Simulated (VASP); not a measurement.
An input for Ansatz (written as the equivalent of a VASP run, and not itself run):

Ansatz 0.2 input:
```yaml
crystal:
  lattice:
    - [0.0000000, 3.2400000, 3.2400000]
    - [3.2400000, 0.0000000, 3.2400000]
    - [3.2400000, 3.2400000, 0.0000000]
  atoms:
    - { symbol: Cd, position: [0.0000000, 0.0000000, 0.0000000] }
    - { symbol: Te, position: [0.2500000, 0.2500000, 0.2500000] }
kpoints:
  mp_grid: { grid: [5, 5, 5] }
hamiltonian:
  xc: pbe
  pseudopotentials: { kind: paw }
scf:
  occupations: { method: gaussian, width: 0.05 }
  max_iter: 100
output: { forces: true, stress: true, eigenvalues: true }
```

**Question.** Translate this input to VASP (INCAR, KPOINTS, POSCAR, choice of POTCAR).

**Answer.** This is not unique; one that fits is 
File POSCAR:
```
CdTe
1
    0.0000000000     3.2400000000     3.2400000000
    3.2400000000     0.0000000000     3.2400000000
    3.2400000000     3.2400000000     0.0000000000
Cd Te
1 1
Direct
  0.0000000000   0.0000000000   0.0000000000
  0.2500000000   0.2500000000   0.2500000000
```

INCAR:
```
# general
SYSTEM  = CdTe
PREC    = Accurate
ENCUT   = 400
LREAL   = .FALSE.
LASPH   = .TRUE.

# electronic loop
EDIFF   = 1E-6
NELM    = 100
ALGO    = Normal
LMAXMIX = 4

# smearing
ISMEAR  = 0
SIGMA   = 0.05

# functional
GGA     = PE

# ions
ISIF    = 2

# output
LWAVE   = .FALSE.
LCHARG  = .FALSE.
```

File KPOINTS:
```
Automatic mesh
0
Gamma
5 5 5
0 0 0
```

POTCAR, in this order: Cd Te (PBE.64 set). Program: vasp_std.

What does not carry over: each code has its own PAW files, so the cut-off isn't converted (ENCUT is set for VASP's; basis.ecutwfc is left out, and Ansatz then takes the one that its files recommend); Ansatz stops its SCF on the density residual and VASP on the energy change (EDIFF).

The compound is CdTe in the zinc blende structure. The cell was not relaxed at this level.
